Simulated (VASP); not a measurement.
Here is the system:

```
CELL_PARAMETERS angstrom
      0.00000     2.74108     2.74108
      2.74108     0.00000     2.74108
      2.74108     2.74108     0.00000
ATOMIC_POSITIONS crystal
  Ag 0.00000 0.00000 0.00000
  Cl 0.50000 0.50000 0.50000
```

These are AM05 GGA, VASP's PBE PAW potentials (set 64) (plane waves; VASP 6.6.1) values and carry that method's errors. Run with 520 eV cut-off, 8×8×8 Γ-centred mesh, Gaussian smearing of 0.050 eV, potentials Ag Cl.

Task: What does the run give for the energy per atom (σ→0), band gap (on the k-mesh) with the smallest direct gap where there is one?

Result: 
```
Quantity                                      Value
-----------------------------------  --------------
band gap (on the k-mesh)                    0.83 eV
smallest direct gap (on the k-mesh)         3.24 eV
energy per atom (σ→0)                -2.766 eV/atom
```

The absolute energy has meaning only against runs of the same code, potentials and settings.

The compound is AgCl in the rock salt structure. It was relaxed first.
